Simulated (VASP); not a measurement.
An input for Quantum ESPRESSO's pw.x (written as the equivalent of a VASP run, and not itself run):

```
&CONTROL
  calculation = 'vc-relax'
  pseudo_dir = './pseudo'
  outdir = './out'
  tprnfor = .true.
  tstress = .true.
  nstep = 60
  forc_conv_thr = 0.00078
/
&SYSTEM
  ibrav = 0
  nat = 4
  ntyp = 1
  ecutwfc = 44
  occupations = 'smearing'
  smearing = 'gaussian'
  degauss = 0.003675
  input_dft = 'vdw-df2'
/
&ELECTRONS
  conv_thr = 7.3e-08
  electron_maxstep = 100
/
&IONS
/
&CELL
/
ATOMIC_SPECIES
  P 30.974 P.upf
CELL_PARAMETERS angstrom
     1.6962980   -5.5284089    0.0000000
     1.6962980    5.5284089   -0.0000000
     0.0000000    0.0000000    4.6722831
ATOMIC_POSITIONS crystal
  P    0.0979525  0.9020475  0.9121677
  P    0.4020475  0.5979525  0.4121677
  P    0.5979525  0.4020475  0.5878323
  P    0.9020475  0.0979525  0.0878323
K_POINTS automatic
  6 6 5 0 0 0
```

### Question
Translate this input to VASP (INCAR, KPOINTS, POSCAR, choice of POTCAR).

### Answer
This is not unique; one that fits is 
### POSCAR
```
P
1.0
  1.6962979572  -5.5284088641   0.0000000000
  1.6962979572   5.5284088641   0.0000000000
  0.0000000000   0.0000000000   4.6722830763
P
4
Cartesian
  1.6962979572   4.4453655463   4.2619057261
  1.6962979572   1.0830433178   1.9257641880
  1.6962979572  -1.0830433178   2.7465188883
  1.6962979572  -4.4453655463   0.4103773502
```

**INCAR**
```
SYSTEM = P
PREC = Accurate
ENCUT = 520
EDIFF = 1E-6
NELM = 100
ALGO = Normal
LREAL = .FALSE.
LASPH = .TRUE.
ISMEAR = 0
SIGMA = 0.05
GGA = ML
ZAB_VDW = -1.8867
LUSE_VDW = .TRUE.
AGGAC = 0.0
LWAVE = .FALSE.
LCHARG = .FALSE.
IBRION = 2
ISIF = 3
NSW = 60
EDIFFG = -0.02
```

File KPOINTS:
```
Automatic mesh
0
Gamma
6 6 5
0 0 0
```

POTCAR, in this order: P (PBE.64 set). Program: vasp_std.

What does not carry over: the potentials are each code's own (VASP's PAW set, PseudoDojo norm-conserving files in pw.x), so ENCUT and ecutwfc are chosen apart and not converted; conv_thr bounds pw.x's estimated SCF error, while EDIFF bounds the energy change between steps; forc_conv_thr acts on force components and is met together with etot_conv_thr.

The compound is P in the black structure. This run relaxes it. Symmetry was kept, so distortions that lower it aren't found. The start is the result of an earlier pass.
